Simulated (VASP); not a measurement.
Given:

```xyz
8
Lattice="0.0023 5.2647 5.2527 5.2647 0.0023 5.2527 2.6335 2.6335 0.0000" Properties=species:S:1:pos:R:3 pbc="T T T"
Be     5.2670     5.2670    10.3855
Be     5.3286     7.8388     7.9349
Be     7.8388     5.3286     7.9349
Be     5.2670     5.2670     5.2607
Te     1.3167     1.3167     1.3152
Se     3.9498     1.3172     3.9378
Se     1.3172     3.9498     3.9378
Se     3.9502     3.9502     6.5676
```

The numbers are results of PBEsol GGA, VASP's PBE PAW potentials (set 64) (plane waves; VASP), not measurements. Run with 400 eV cut-off, 4×4×8 Γ-centred mesh, tetrahedra with Blöchl corrections, potentials Be Te Se.

The cores are frozen, which limits the accuracy of field gradients.

**Question.** Give the principal components of the electric field gradient (V/Å²) and the asymmetry η at each nucleus.

**Answer.** 
| atom | Vxx | Vyy | Vzz | η |
|---|---|---|---|---|
| Be1 | -0.2 | -0.1 | 0.2 | - |
| Be2 | 0.1 | 0.0 | -0.1 | - |
| Be3 | 0.1 | 0.0 | -0.1 | - |
| Be4 | 0.1 | 0.0 | -0.1 | - |
| Te5 | 23.1 | 14.6 | -37.7 | 0.22 |
| Se6 | 25.9 | 9.7 | -35.6 | 0.45 |
| Se7 | 25.9 | 9.7 | -35.6 | 0.45 |
| Se8 | 18.5 | 10.7 | -29.3 | 0.27 |

The structure was generated: Be4Se3Te was put into an ordered model structure (Amm2), which need not be its known phase. It was relaxed first.
